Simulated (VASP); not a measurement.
Calculation: PBE GGA + U (Dudarev), VASP's PBE PAW potentials (set 64) (plane waves; VASP).

VASP input:

**INCAR**
```
ALGO = Normal
EDIFF = 1E-6
ENCUT = 400
GGA = PE
ISIF = 2
ISMEAR = 1
LASPH = .TRUE.
LCHARG = .FALSE.
LDAU = .TRUE.
LDAUJ = 0 0
LDAUL = 2 2
LDAUPRINT = 1
LDAUTYPE = 2
LDAUU = 5.0 5.0
LMAXMIX = 4
LORBIT = 10
LREAL = .FALSE.
LWAVE = .FALSE.
NELM = 100
PREC = Accurate
SIGMA = 0.1
SYSTEM = CuZn
```

File KPOINTS:
```
Automatic mesh
0
Gamma
11 11 11
0 0 0
```

**POSCAR**
```
CuZn
1
    2.9242930000     0.0000000000     0.0000000000
    0.0000000000     2.9565710000     0.0000000000
    0.0000000000     0.0000000000     2.9631800000
Zn Cu
1 1
Direct
  0.5000000000   0.5000000000   0.5000000000
  0.0231320000   0.0000000000   0.0000000000
```

POTCAR, in this order: Zn Cu (PBE.64 set). Program: vasp_std.

Problem. Predict the energy per atom (σ→0), pressure, largest force, band gap (on the k-mesh).

Solution. 
- energy per atom (σ→0) = -1.412 eV/atom
- band gap (on the k-mesh) = none (metal, semimetal or under 0.01 eV)
- pressure = -1.11 GPa
- largest force = 0.268 eV/Å

### OSZICAR
```
...
DAV:   6    -0.300696560222E+01    0.24929E+00   -0.47880E+00  6494   0.566E+01    0.299E+00
DAV:   7    -0.283544970465E+01    0.17152E+00   -0.94982E-01  6627   0.318E+01    0.216E+00
DAV:   8    -0.282669493743E+01    0.87548E-02   -0.28177E-02  9596   0.267E+00    0.794E-01
DAV:   9    -0.282413712472E+01    0.25578E-02   -0.44364E-03  7432   0.152E+00    0.422E-02
DAV:  10    -0.282414582267E+01   -0.86979E-05   -0.18312E-04  9596   0.165E-01    0.358E-02
DAV:  11    -0.282414419039E+01    0.16323E-05   -0.59145E-06  7621   0.459E-02    0.846E-03
DAV:  12    -0.282414366413E+01    0.52626E-06   -0.34955E-07  4111   0.168E-02
   1 F= -.28241437E+01 E0= -.28239999E+01  d E =-.431274E-03
```

The compound is CuZn in the CsCl type structure. The cell was not relaxed at this level, atoms are displaced from their ideal sites. The run is one of a series of settings (LDAU = .TRUE., LDAUJ = 0 0, LDAUL = 2 2, LDAUTYPE = 2, LDAUU = 5.0 5.0 against the base run), some of them coarse on purpose. The electron count is odd and the run is not spin-polarised, which forces a metal.
